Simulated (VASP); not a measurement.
These are rev-vdW-DF2, VASP's PBE PAW potentials (set 64) (plane waves; VASP 6.6.1) values and carry that method's errors.

A VASP calculation is set up with these files.

**INCAR**
```
ENCUT = 520
PREC = Accurate
NSW = 30   ! most ionic steps
MAGMOM = 2.9 0.3
PARAM1 = 0.1234568
EDIFF = 1E-7   ! SCF stop (eV)
PARAM2 = 0.7114
LORBIT = 10
ISMEAR = 1
ZAB_VDW = -1.8867
EDIFFG = -0.01   ! ionic stop
LUSE_VDW = .TRUE.
IBRION = 2   ! conjugate gradients
NELM = 100   ! most electronic steps
LCHARG = .FALSE.
LREAL = .FALSE.   ! projection in real space or not
ISIF = 4   ! ions and shape, fixed volume
AGGAC = 0.0
LWAVE = .FALSE.
SYSTEM = FePt
ALGO = Normal   ! blocked Davidson
ISPIN = 2   ! spin-polarised
GGA = MK
SIGMA = 0.1   ! width (eV)
LASPH = .TRUE.   ! aspherical one-centre terms
LMAXMIX = 6   ! l cut-off of mixed one-centre charges
```

**KPOINTS**
```
Regular mesh
0
gamma
  13 13 10
```

POSCAR:
```
FePt
1
    2.7085022987     0.0000000000     0.0000000000
    0.0000000000     2.7085022987     0.0000000000
    0.0000000000     0.0000000000     3.7398042574
Fe Pt
1 1
Direct
  1.0000000000   0.0000000000   0.0000000000
  0.5000000000   0.5000000000   0.5000000000
```

POTCAR, in this order: Fe Pt (PBE.64 set). Program: vasp_std.

Unless said otherwise, spin-orbit coupling is left out, though it shifts the bands of the heavy elements here.

### Question
What does the run give for the energy per atom (σ→0), cell moment, band gap (on the k-mesh)?

### Answer

The energy per atom (σ→0) comes out as -5.307 eV/atom, the cell moment comes out as 3.20 μB and the band gap (on the k-mesh) is none (metal, semimetal or under 0.01 eV).

### OSZICAR
```
...
DAV:   2    -0.106143906341E+02    0.18158E-04   -0.57830E-04 13529   0.599E-01    0.139E-01
DAV:   3    -0.106142785367E+02    0.11210E-03   -0.31587E-04 12830   0.490E-01    0.419E-02
DAV:   4    -0.106142580984E+02    0.20438E-04   -0.33517E-05 13028   0.610E-02    0.183E-02
DAV:   5    -0.106142569056E+02    0.11928E-05   -0.30710E-06 14442   0.344E-02    0.679E-03
DAV:   6    -0.106142563557E+02    0.54992E-06   -0.20017E-07  8592   0.510E-03    0.274E-03
DAV:   7    -0.106142564806E+02   -0.12495E-06   -0.46196E-08  5608   0.267E-03    0.731E-04
DAV:   8    -0.106142564388E+02    0.41779E-07   -0.72286E-09  5341   0.155E-03
   2 F= -.10614256E+02 E0= -.10614324E+02  d E =-.546575E-04  mag=     3.2010
```

The compound is FePt in the L1_0 structure. This run relaxes it. Symmetry was kept, so distortions that lower it aren't found.
